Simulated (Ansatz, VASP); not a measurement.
One calculation of Hf3As4, two programs

```xyz
7
Lattice="5.8667 0.0000 0.0000 0.0000 5.8667 0.0000 0.0000 0.0000 5.8667" Properties=species:S:1:pos:R:3 pbc="T T T"
Hf    0.0000    0.0000    2.9333
Hf    2.9333    0.0000    0.0000
Hf    0.0000    2.9333    0.0000
As    1.5572    4.3095    1.5572
As    4.3095    1.5572    1.5572
As    1.5572    1.5572    4.3095
As    4.3095    4.3095    4.3095
```

Change from the starting cell: species swapped into the Sn3As4 type (P-43m, No. 215).

Alike in both runs: functional PBE; k mesh 6 × 6 × 6; occupations gaussian, width 0.02 eV; no spin polarisation.

Ansatz relaxed the structure, and its values are those at the end. VASP's run is a single point on that final structure, the one shown.

|  | VASP | Ansatz |
| --- | --- | --- |
| version | VASP 6.6.1 | Ansatz 0.2.0 |
| potentials or method | VASP PAW PBE potentials, release 64 (Hf_pv, As) | scalar-relativistic, plane waves, PAW |
| plane-wave cutoff (eV) | 520 | 420 |
| valence electrons in the cell | 50 | 138 |

|  | VASP | Ansatz | Ansatz less VASP |
| --- | --- | --- | --- |
| gap on the k mesh at the Fermi level (eV) | 1.06 | 1.07 | +0.005 |
| least direct gap on the mesh (eV) | 1.06 | 1.07 | +0.005 |
| pressure (GPa) | -0.1 | 0.0 | +0.11 |
| rms of the force components (eV/Å) | 0.005 | 0.000 | -0.0049 |

The functional is the same, so the differences come from potentials, cutoffs and numerics. The two sets of potentials don't hold the same shells in valence.

Caveats: spin-orbit coupling is left out, which moves the levels of the heavy elements. A k mesh can miss the band edges.
